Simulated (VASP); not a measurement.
A convergence study with VASP on MoS₂ (2H layered): a few settings are varied, all else stays as given below, so the limit is that of these other settings.

```xyz
6
Lattice="1.5800 -2.7366 0.0000 1.5800 2.7366 0.0000 0.0000 0.0000 12.3000" Properties=species:S:1:pos:R:3 pbc="T T T"
Mo     1.5800     0.9122     3.0750
Mo     1.5800    -0.9122     9.2250
S      1.5800     0.9122    10.8117
S      1.5800    -0.9122     4.6617
S      1.5800    -0.9122     1.4883
S      1.5800     0.9122     7.6383
```

These are LDA (Ceperley-Alder, Perdew-Zunger), VASP's LDA PAW potentials (set 64) (plane waves; VASP) values and carry that method's errors. The last row used: 550 eV cut-off, 15×15×3 Γ-centred mesh, second-order Methfessel-Paxton smearing of 0.40 eV, potentials Mo_sv S.

```
setting                                  E (eV/atom)  pressure (GPa)  largest force (eV/Å)  irreducible k-points
---------------------------------------  -----------  --------------  --------------------  --------------------
ISMEAR = -1, SIGMA = 0.01, 4×4×1 mesh        -8.1554           -6.99                 0.872                     4
ISMEAR = -1, SIGMA = 0.2, 4×4×1 mesh         -8.1535           -6.98                 0.871                     4
ISMEAR = 0, SIGMA = 0.01, 4×4×1 mesh         -8.1554           -6.99                 0.872                     4
ISMEAR = 0, SIGMA = 0.4, 4×4×1 mesh       (withheld)           -6.99                 0.872                     4
ISMEAR = 1, SIGMA = 0.05, 4×4×1 mesh         -8.1554           -6.99                 0.872                     4
ISMEAR = 1, SIGMA = 0.4, 4×4×1 mesh          -8.1538           -7.01                 0.866                     4
ISMEAR = 2, SIGMA = 0.05, 4×4×1 mesh         -8.1554           -6.99                 0.872                     4
ISMEAR = 2, SIGMA = 0.4, 4×4×1 mesh          -8.1551           -6.99                 0.872                     4
ISMEAR = -1, SIGMA = 0.05, 9×9×2 mesh        -8.1427           -6.76                 0.801                    24
ISMEAR = -1, SIGMA = 0.4, 9×9×2 mesh         -8.1126           -5.94                 0.711                    24
ISMEAR = 0, SIGMA = 0.05, 9×9×2 mesh         -8.1427           -6.76                 0.801                    24
ISMEAR = 0, SIGMA = 0.4, 9×9×2 mesh          -8.1424           -6.76                 0.800                    24
ISMEAR = 1, SIGMA = 0.05, 9×9×2 mesh         -8.1427           -6.76                 0.801                    24
ISMEAR = 1, SIGMA = 0.4, 9×9×2 mesh          -8.1428           -6.79                 0.809                    24
ISMEAR = 2, SIGMA = 0.05, 9×9×2 mesh         -8.1427           -6.76                 0.801                    24
ISMEAR = 2, SIGMA = 0.4, 9×9×2 mesh          -8.1427           -6.76                 0.800                    24
ISMEAR = -1, SIGMA = 0.05, 15×15×3 mesh      -8.1427           -6.76                 0.801                    54
ISMEAR = -1, SIGMA = 0.4, 15×15×3 mesh       -8.1125           -5.94                 0.710                    54
ISMEAR = 0, SIGMA = 0.05, 15×15×3 mesh       -8.1427           -6.76                 0.801                    54
ISMEAR = 0, SIGMA = 0.4, 15×15×3 mesh        -8.1424           -6.76                 0.800                    54
ISMEAR = 1, SIGMA = 0.05, 15×15×3 mesh       -8.1427           -6.76                 0.801                    54
ISMEAR = 1, SIGMA = 0.4, 15×15×3 mesh        -8.1429           -6.78                 0.807                    54
ISMEAR = 2, SIGMA = 0.05, 15×15×3 mesh       -8.1427           -6.76                 0.801                    54
ISMEAR = 2, SIGMA = 0.4, 15×15×3 mesh        -8.1426           -6.75                 0.799                    54
```

Fill in the missing entries.

- ISMEAR = 0, SIGMA = 0.4, 4×4×1 mesh, E (eV/atom): -8.1548

Left out are rungs that failed or repeat a setting and relaxations that didn't move; long series are thinned to 24 rows.

The compound is MoS2 in the 2H layered structure. The cell was not relaxed at this level, forces remain on its atoms.
